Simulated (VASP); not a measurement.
# PmSe (F-43m) in VASP: single point with PBE+U

Aim: the single point of PmSe with PBE+U.

Program: VASP 6.6.1. These are calculated values, not measurements. Logs are shortened: lines on timing, memory, paths and dates and some standing lists are left out, and cuts for length are marked.

### Step 1. The cell of the first run

Symmetry: F-43m, No. 216, cubic system. The conventional cell has a = 6.446 Å, b = 6.446 Å, c = 6.446 Å, α = 90.00°, β = 90.00°, γ = 90.00°. Around Pm (site symmetry -43m) lie 4 Se at 2.79 Å. Around Se (site symmetry -43m) lie 4 Pm at 2.79 Å.

The cell comes from a database or a generator and needn't be the stable form of this composition.

### Step 2. Single point, PBE+U, collinear spin, typed start (the cell as VASP's run set it)

File INCAR:

```
SYSTEM = PmSe
PREC = Accurate
ENCUT = 520
EDIFF = 1E-6
ISMEAR = 0
SIGMA = 0.05
LREAL = .False.
LASPH = .True.
NELM = 150
ALGO = Normal
ISIF = 2
LWAVE = .False.
LCHARG = .False.
ISPIN = 2
MAGMOM = 4 -2 0 0
LORBIT = 11
LMAXMIX = 6
LDAU = .True.
LDAUTYPE = 2
LDAUL = 3 -1
LDAUU = 5 0
LDAUJ = 0 0
LDAUPRINT = 1
GGA = PE
NBANDS = 33
```

File KPOINTS:

```
Automatic mesh
0
Gamma
  5 5 5
  0 0 0
```

File POSCAR:

```
PmSe
1.0
    3.2231904100      3.2231904100      6.4463808200
    3.2231904100     -3.2231904100      0.0000000000
    3.2231904100      3.2231904100      0.0000000000
Pm Se
2 2
Direct
    0.0000000000      0.0000000000      0.0000000000
    0.5000000000      0.5000000000      0.0000000000
    0.2500000000      0.0000000000      0.2500000000
    0.7500000000      0.5000000000      0.2500000000
```

Potentials or basis: VASP PAW PBE potentials, release 64 (Pm, Se).

The run is started by

```sh
cat potpaw_PBE.64/Pm/POTCAR potpaw_PBE.64/Se/POTCAR > POTCAR
mpirun -np 1 vasp_std > vasp.out
```

OUTCAR:

```text
SYSTEM = PmSe
   PREC = Accurate
   ENCUT = 520
   EDIFF = 1E-6
   ISMEAR = 0
   LREAL = .False.
   LASPH = .True.
   NELM = 150
   ISIF = 2
   ISPIN = 2
   LORBIT = 11
   GGA = PE

 ion  position               nearest neighbor table
   1  0.000  0.000  0.000-   3 2.79   4 2.79   3 2.79   4 2.79
   2  0.500  0.500  0.000-   3 2.79   4 2.79   4 2.79   3 2.79
   3  0.250  0.000  0.250-   1 2.79   1 2.79   2 2.79   2 2.79
   4  0.750  0.500  0.250-   2 2.79   1 2.79   2 2.79   1 2.79

  LATTYP: Found a simple tetragonal cell.
 ALAT       =     4.5582795919
 C/A-ratio  =     1.4142135624

  Lattice vectors:

 A1 = (   3.2231904100,  -3.2231904100,   0.0000000000)
 A2 = (   3.2231904100,   3.2231904100,   0.0000000000)
 A3 = (   0.0000000000,   0.0000000000,   6.4463808200)

Analysis of symmetry for initial positions (statically):
=====================================================================
 Subroutine PRICEL returns following result:

  LATTYP: Found a face centered cubic cell.
 ALAT       =     6.4463808200

  Lattice vectors:

 A1 = (   3.2231904100,   0.0000000000,   3.2231904100)
 A2 = (   3.2231904100,   3.2231904100,   0.0000000000)
 A3 = (   0.0000000000,   3.2231904100,   3.2231904100)

   2 primitive cells build up your supercell.

 Routine SETGRP: Setting up the symmetry group for a
 simple tetragonal supercell.

 Subroutine GETGRP returns: Found  8 space group operations
 (whereof  8 operations were pure point group operations)
 out of a pool of 16 trial point group operations.

The static configuration has the point symmetry D_2d.

Analysis of symmetry for dynamics (positions and initial velocities):
=====================================================================
 Subroutine PRICEL returns following result:

  LATTYP: Found a face centered cubic cell.
 ALAT       =     6.4463808200

  Lattice vectors:

 A1 = (   3.2231904100,   0.0000000000,   3.2231904100)
 A2 = (   3.2231904100,   3.2231904100,   0.0000000000)
 A3 = (   0.0000000000,   3.2231904100,   3.2231904100)

   2 primitive cells build up your supercell.

 Routine SETGRP: Setting up the symmetry group for a
 simple tetragonal supercell.

 Subroutine GETGRP returns: Found  8 space group operations
 (whereof  8 operations were pure point group operations)
 out of a pool of 16 trial point group operations.

The dynamic configuration has the point symmetry D_2d.

Analysis of structural, dynamic, and magnetic symmetry:
=====================================================================
 Subroutine PRICEL returns:
 Original cell was already a primitive cell.

 Routine SETGRP: Setting up the symmetry group for a
[... 179 lines left out ...]
  o =  0.0022  v =  0.0000 -0.0000 -0.0000  0.0000 -0.8103 -0.0000 -0.5860  0.0000  0.0000  0.0000  0.0000  0.0000  0.0000  0.0000      0.0000  0.0000  0.0000  0.0000  0.0000  0.0000  0.0000  0.0000  0.0000  0.0000  0.0000  0.0000  0.0000  0.0000
  o =  0.0022  v =  0.5860  0.0000 -0.8103  0.0000  0.0000 -0.0000  0.0000  0.0000  0.0000  0.0000  0.0000  0.0000  0.0000  0.0000      0.0000  0.0000  0.0000  0.0000  0.0000  0.0000  0.0000  0.0000  0.0000  0.0000  0.0000  0.0000  0.0000  0.0000
  o =  0.0033  v =  0.0000  0.0000  0.0000  0.0000  0.0000  0.0000  0.0000  0.0000  1.0000 -0.0000 -0.0000 -0.0000  0.0000  0.0000      0.0000  0.0000  0.0000  0.0000  0.0000  0.0000  0.0000  0.0000  0.0000  0.0000  0.0000  0.0000  0.0000  0.0000
  o =  0.9343  v =  0.0000 -1.0000 -0.0000  0.0000 -0.0000 -0.0000  0.0000  0.0000  0.0000  0.0000  0.0000  0.0000  0.0000  0.0000      0.0000  0.0000  0.0000  0.0000  0.0000  0.0000  0.0000  0.0000  0.0000  0.0000  0.0000  0.0000  0.0000  0.0000
  o =  0.9631  v =  0.0000 -0.0000 -0.0000  0.0000 -0.0000  1.0000  0.0000  0.0000  0.0000  0.0000  0.0000  0.0000  0.0000  0.0000      0.0000  0.0000  0.0000  0.0000  0.0000  0.0000  0.0000  0.0000  0.0000  0.0000  0.0000  0.0000  0.0000  0.0000
  o =  0.9707  v = -0.8103  0.0000 -0.5860  0.0000  0.0000 -0.0000  0.0000  0.0000  0.0000  0.0000  0.0000  0.0000  0.0000  0.0000      0.0000  0.0000  0.0000  0.0000  0.0000  0.0000  0.0000  0.0000  0.0000  0.0000  0.0000  0.0000  0.0000  0.0000
  o =  0.9707  v =  0.0000 -0.0000  0.0000  0.0000  0.5860  0.0000 -0.8103  0.0000  0.0000  0.0000  0.0000  0.0000  0.0000  0.0000      0.0000  0.0000  0.0000  0.0000  0.0000  0.0000  0.0000  0.0000  0.0000  0.0000  0.0000  0.0000  0.0000  0.0000
  o =  0.9734  v =  0.0000 -0.0000 -0.0000 -1.0000  0.0000  0.0000 -0.0000  0.0000  0.0000  0.0000  0.0000  0.0000  0.0000  0.0000      0.0000  0.0000  0.0000  0.0000  0.0000  0.0000  0.0000  0.0000  0.0000  0.0000  0.0000  0.0000  0.0000  0.0000

atom =   2  type =  1  l = 3

 onsite density matrix

spin component  1

  0.0016 -0.0000  0.0001 -0.0000 -0.0000 -0.0000  0.0000
 -0.0000  0.0032 -0.0000  0.0000  0.0000  0.0000  0.0000
  0.0001 -0.0000  0.0016  0.0000  0.0000  0.0000  0.0000
 -0.0000  0.0000  0.0000  0.0016 -0.0000  0.0000 -0.0000
 -0.0000  0.0000  0.0000 -0.0000  0.0016 -0.0000 -0.0001
 -0.0000  0.0000  0.0000  0.0000 -0.0000  0.0015  0.0000
  0.0000  0.0000  0.0000 -0.0000 -0.0001  0.0000  0.0016

spin component  2

  0.6355 -0.0000 -0.4612 -0.0000 -0.0000  0.0000  0.0000
 -0.0000  0.8931 -0.0000  0.0000  0.0000 -0.0000 -0.0000
 -0.4612 -0.0000  0.3378 -0.0000 -0.0000  0.0000 -0.0000
 -0.0000  0.0000 -0.0000  0.9744 -0.0000 -0.0000 -0.0000
 -0.0000  0.0000 -0.0000 -0.0000  0.3378  0.0000  0.4612
  0.0000 -0.0000  0.0000 -0.0000  0.0000  0.9743 -0.0000
  0.0000 -0.0000 -0.0000 -0.0000  0.4612 -0.0000  0.6355

 occupancies and eigenvectors

  o =  0.0015  v =  0.0000 -0.0000 -0.0000  0.0000  0.0000 -1.0000  0.0000  0.0000  0.0000  0.0000  0.0000  0.0000  0.0000  0.0000      0.0000  0.0000  0.0000  0.0000  0.0000  0.0000  0.0000  0.0000  0.0000  0.0000  0.0000  0.0000  0.0000  0.0000
  o =  0.0015  v =  0.0000  0.0000  0.0000 -0.0000  0.6413  0.0000  0.7673  0.0000  0.0000  0.0000  0.0000  0.0000  0.0000  0.0000      0.0000  0.0000  0.0000  0.0000  0.0000  0.0000  0.0000  0.0000  0.0000  0.0000  0.0000  0.0000  0.0000  0.0000
  o =  0.0015  v = -0.7673  0.0000  0.6413 -0.0000 -0.0000 -0.0000  0.0000  0.0000  0.0000  0.0000  0.0000  0.0000  0.0000  0.0000      0.0000  0.0000  0.0000  0.0000  0.0000  0.0000  0.0000  0.0000  0.0000  0.0000  0.0000  0.0000  0.0000  0.0000
  o =  0.0016  v =  0.0000  0.0000 -0.0000 -1.0000 -0.0000 -0.0000 -0.0000  0.0000  0.0000  0.0000  0.0000  0.0000  0.0000  0.0000      0.0000  0.0000  0.0000  0.0000  0.0000  0.0000  0.0000  0.0000  0.0000  0.0000  0.0000  0.0000  0.0000  0.0000
  o =  0.0017  v =  0.0000 -0.0000 -0.0000 -0.0000 -0.7673  0.0000  0.6413  0.0000  0.0000  0.0000  0.0000  0.0000  0.0000  0.0000      0.0000  0.0000  0.0000  0.0000  0.0000  0.0000  0.0000  0.0000  0.0000  0.0000  0.0000  0.0000  0.0000  0.0000
  o =  0.0017  v =  0.6413  0.0000  0.7673 -0.0000 -0.0000 -0.0000  0.0000  0.0000  0.0000  0.0000  0.0000  0.0000  0.0000  0.0000      0.0000  0.0000  0.0000  0.0000  0.0000  0.0000  0.0000  0.0000  0.0000  0.0000  0.0000  0.0000  0.0000  0.0000
  o =  0.0020  v =  0.0000  0.0000  0.0000  0.0000  0.0000  0.0000  0.0000  0.5886  0.0000  0.8084  0.0000  0.0000 -0.0000 -0.0000      0.0000  0.0000  0.0000  0.0000  0.0000  0.0000  0.0000  0.0000  0.0000  0.0000  0.0000  0.0000  0.0000  0.0000
  o =  0.0020  v =  0.0000  0.0000  0.0000  0.0000  0.0000  0.0000  0.0000  0.0000  0.0000  0.0000  0.0000 -0.8084  0.0000  0.5886      0.0000  0.0000  0.0000  0.0000  0.0000  0.0000  0.0000  0.0000  0.0000  0.0000  0.0000  0.0000  0.0000  0.0000
  o =  0.0032  v =  0.0000 -1.0000 -0.0000 -0.0000  0.0000 -0.0000  0.0000  0.0000  0.0000  0.0000  0.0000  0.0000  0.0000  0.0000      0.0000  0.0000  0.0000  0.0000  0.0000  0.0000  0.0000  0.0000  0.0000  0.0000  0.0000  0.0000  0.0000  0.0000
  o =  0.8931  v =  0.0000  0.0000  0.0000  0.0000  0.0000  0.0000  0.0000  0.0000 -1.0000 -0.0000  0.0000 -0.0000  0.0000  0.0000      0.0000  0.0000  0.0000  0.0000  0.0000  0.0000  0.0000  0.0000  0.0000  0.0000  0.0000  0.0000  0.0000  0.0000
  o =  0.9713  v =  0.0000  0.0000  0.0000  0.0000  0.0000  0.0000  0.0000  0.8084  0.0000 -0.5886 -0.0000 -0.0000 -0.0000 -0.0000      0.0000  0.0000  0.0000  0.0000  0.0000  0.0000  0.0000  0.0000  0.0000  0.0000  0.0000  0.0000  0.0000  0.0000
  o =  0.9713  v =  0.0000  0.0000  0.0000  0.0000  0.0000  0.0000  0.0000  0.0000  0.0000 -0.0000  0.0000  0.5886 -0.0000  0.8084      0.0000  0.0000  0.0000  0.0000  0.0000  0.0000  0.0000  0.0000  0.0000  0.0000  0.0000  0.0000  0.0000  0.0000
  o =  0.9743  v =  0.0000  0.0000  0.0000  0.0000  0.0000  0.0000  0.0000  0.0000  0.0000 -0.0000  0.0000  0.0000  1.0000  0.0000      0.0000  0.0000  0.0000  0.0000  0.0000  0.0000  0.0000  0.0000  0.0000  0.0000  0.0000  0.0000  0.0000  0.0000
  o =  0.9744  v =  0.0000  0.0000  0.0000  0.0000  0.0000  0.0000  0.0000 -0.0000 -0.0000  0.0000 -1.0000  0.0000  0.0000  0.0000      0.0000  0.0000  0.0000  0.0000  0.0000  0.0000  0.0000  0.0000  0.0000  0.0000  0.0000  0.0000  0.0000  0.0000

 number of electron      42.0000002 magnetization      -0.0000078

 Free energy of the ion-electron system (eV)
  ---------------------------------------------------
  ext. energy  EPLUGINS =         0.00000000
  ---------------------------------------------------
  free energy    TOTEN  =       -26.85628075 eV

  energy without entropy =      -26.85628075  energy(sigma->0) =      -26.85628075

 E-fermi :   4.6272     XC(G=0):  -8.5734

 val. band max:        4.3963506816   @ k =   0.0000   0.4000   0.4000
 cond. band min:       4.8905095068   @ k =   0.2000   0.2000   0.2000
 fundamental gap:      0.4941588252
 Fermi energy:         4.6271778140

 spin component 1

 k-point     1 :       0.0000    0.0000    0.0000
  band No.  band energies     occupation
      1     -33.0671      1.00000
      2     -30.9938      1.00000
      3     -14.1133      1.00000
      4     -13.8301      1.00000
      5     -13.8301      1.00000
      6     -12.6716      1.00000
[... 637 lines left out ...]
     32       9.3284      0.00000
     33       9.4181      0.00000
 Fermi energy:         4.6271778140

 spin component 2

 k-point     1 :       0.0000    0.0000    0.0000
  band No.  band energies     occupation
      1     -33.2101      1.00000
      2     -30.8413      1.00000
      3     -14.2184      1.00000
      4     -13.9506      1.00000
      5     -13.9506      1.00000
      6     -12.5690      1.00000
[... 637 lines left out ...]
     32       9.1302      0.00000
     33       9.2917      0.00000

------------------------ aborting loop because EDIFF is reached ----------------------------------------

  FORCE on cell =-STRESS in cart. coord.  units (eV):
  Direction    XX          YY          ZZ          XY          YZ          ZX
  --------------------------------------------------------------------------------------
  -------------------------------------------------------------------------------------
  Total        8.1062180      8.1062180      8.1090089      0.0000000      0.0000000      0.0000000
  in kB       96.9641022     96.9641022     96.9974867      0.0000000      0.0000000      0.0000000
  external PRESSURE =      96.9752304 kB  Pullay stress =       0.0000000 kB

 VOLUME and BASIS-vectors are now :
 -----------------------------------------------------------------------------
  energy-cutoff  :      520.00
  volume of cell :      133.94
      direct lattice vectors                 reciprocal lattice vectors
     3.223190410  3.223190410  6.446380820     0.000000000  0.000000000  0.155125803
     3.223190410 -3.223190410  0.000000000     0.155125803 -0.155125803  0.000000000
     3.223190410  3.223190410  0.000000000     0.155125803  0.155125803 -0.155125803

 POSITION                                       TOTAL-FORCE (eV/Angst)
 -----------------------------------------------------------------------------------
      0.00000      0.00000      0.00000        -0.000000     -0.000000      0.000000
      3.22319      0.00000      3.22319         0.000000     -0.000000      0.000000
      1.61160      1.61160      1.61160         0.000000      0.000000      0.037841
      4.83479      1.61160      4.83479         0.000000      0.000000     -0.037841
 -----------------------------------------------------------------------------------
    total drift:                               -0.000001     -0.000001      0.000003

  FREE ENERGIE OF THE ION-ELECTRON SYSTEM (eV)
  ---------------------------------------------------
  free  energy   TOTEN  =       -26.8562807499 eV

  energy  without entropy=      -26.8562807499  energy(sigma->0) =      -26.85628075

 total charge

# of ion       s       p       d       f       tot
--------------------------------------------------
    1        2.017   5.537   0.335   4.817  12.705
    2        2.017   5.539   0.339   4.790  12.685
    3        1.444   2.547   0.014   0.000   4.005
    4        1.444   2.547   0.014   0.000   4.005
--------------------------------------------------
tot          6.922  16.170   0.700   9.608  33.401

 magnetization (x)

# of ion       s       p       d       f       tot
--------------------------------------------------
    1       -0.015   0.007   0.033   4.793   4.818
    2        0.014  -0.008  -0.038  -4.766  -4.797
    3       -0.000  -0.000  -0.001   0.000  -0.001
    4       -0.000  -0.000  -0.001   0.000  -0.001
--------------------------------------------------
tot         -0.001  -0.001  -0.007   0.028   0.019
```

Run time: 11 min. Hardware: 1 thread of Intel Xeon 6975P-C (Granite Rapids), shared host; peak memory 0.39 GiB.

What came out:

* Free energy: -26.8563 eV
* Pressure: 9.7 GPa
* Band gap on the k mesh: 0.49 eV
* Net moment: 0.00 μB per cell
* Site moments: Pm +4.82, -4.80; Se -0.00 μB
* Valence electrons inside the program's atomic spheres: Pm 12.71, 12.69; Se 4.00

Eigenvalues of the final occupation matrices:
```csv
site,spin,trace,eigenvalues
site 1 f,1,4.82,0.00 0.00 0.93 0.96 0.97 0.97 0.97
site 1 f,2,0.01,0.00 0.00 0.00 0.00 0.00 0.00 0.00
site 2 f,1,0.01,0.00 0.00 0.00 0.00 0.00 0.00 0.00
site 2 f,2,4.79,0.00 0.00 0.89 0.97 0.97 0.97 0.97
```

Caveat: the magnetic or orbital state may not be the lowest; spin-orbit coupling is left out, which moves the levels of the heavy elements; an odd mesh through Γ misses points on the zone boundary, where band edges often lie. The state reached can hang on the start; a lower one may exist.
